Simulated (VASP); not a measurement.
Here is the system:

```
BiB
1.0
    0.00000     2.67890     2.67890
    2.67890     0.00000     2.67890
    2.67890     2.67890     0.00000
B Bi
1 1
Direct
  0.00000   0.00000   0.00000
  0.25000   0.25000   0.25000
```

These are PBEsol GGA, VASP's PBE PAW potentials (set 64) (plane waves; VASP) values and carry that method's errors. Numerical set-up: 520 eV cut-off, 8×8×8 Γ-centred mesh, Gaussian smearing of 0.050 eV, potentials B Bi_d.

Energy and stress use the plane-wave basis of the starting cell.

Problem. The ions, cell shape and volume are relaxed. Which structure does the run end with?

Solution. 
```
BiB
1.0
    0.00000     2.72696     2.72696
    2.72696     0.00000     2.72696
    2.72696     2.72696     0.00000
B Bi
1 1
Direct
  0.00000   0.00000   0.00000
  0.25000   0.25000   0.25000
```
Space group F-43m (216), at a tolerance of 0.03 Å.

Problem. How do energy and volume change from the first to the last step?

Solution. The energy (σ→0) changes by -15.4 meV/atom and the volume by +5.5 %, in 3 ionic steps.

| step | E(σ→0) (eV) | max force (eV/Å) | pressure (GPa) | volume (Å³) |
|---|---|---|---|---|
| 1 | -9.7288 | 0.000 | 4.89 | 38.45 |
| 2 | -9.7501 | 0.000 | -2.33 | 41.81 |
| 3 | -9.7595 | 0.000 | 0.01 | 40.56 |

The structure was generated: BBi was put into the zinc blende type (F-43m), which need not be its known phase. This run relaxes it. Symmetry was kept, so distortions that lower it aren't found.
